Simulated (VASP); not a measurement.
Set up this calculation in VASP 6.6.1, as the native input.

* Task: relaxation of cell and atoms
* Functional: PBE
* Potentials or basis: VASP PAW PBE potentials, release 64 (C)
* Cutoff: 520 eV
* k mesh: 15 × 15 × 6
* Occupations: gaussian, width 0.02 eV
* Spin: no spin polarisation
* Further INCAR settings: ALGO = Normal; EDIFF = 1e-07; IBRION = 2; EDIFFG = -0.002; NSW = 80; ISIF = 3

The structure of C lies in POSCAR:

```
C
1.0
    2.4560000000      0.0000000000      0.0000000000
   -1.2280000000      2.1269583900      0.0000000000
    0.0000000000      0.0000000000      6.6960000000
C
4
Direct
    0.0000000000      0.0000000000      0.7500000000
    0.0000000000      0.0000000000      0.2500000000
    0.3333333300      0.6666666700      0.7500000000
    0.6666666700      0.3333333300      0.2500000000
```

These files were run (other wordings do the same):

INCAR

```
  PREC = Accurate
  ENCUT = 520
  EDIFF = 1E-7
  ISMEAR = 0
  SIGMA = 0.02
  LREAL = False
  LASPH = True
  NELM = 100
  ALGO = Normal
  ISIF = 3
  LWAVE = False
  LCHARG = False
  GGA = PE
  IBRION = 2
  NSW = 80
  EDIFFG = -0.002
  KPAR = 4
```

KPOINTS

```
Automatic mesh
0
Gamma
  15 15 6
```

Potentials or basis: VASP PAW PBE potentials, release 64 (C).

Launch:

```sh
$ cat potpaw_PBE.64/C/POTCAR > POTCAR
$ mpirun -np 4 vasp_std > vasp.out
```

It gave:

| Property | Result |
| --- | --- |
| Relaxed volume | 9.92 Å³/atom |
| Relaxed cell | a = 2.468 Å, b = 2.468 Å, c = 7.522 Å, α = 90.00°, β = 90.00°, γ = 120.00° |
| Space group after relaxing (to 0.05 Å) | P6_3/mmc (No. 194) |
| Energy gained by relaxing | 12.2 meV/atom |
| Ionic steps | 9 |
| Pressure after relaxing | 0.0 GPa |
| Band gap on the k mesh | none (metal or under the smearing width) |

Caveat: this functional lacks dispersion, which binds the layers, so the pressure and a relaxed spacing across them are unreliable; the volume moved by +13 % from the deposited cell, more than functionals usually miss.

Wall time 48 s on 4 MPI ranks on Intel(R) Xeon(R) Platinum 8559C (Emerald Rapids), on a shared host, peak memory 0.15 GiB a rank.
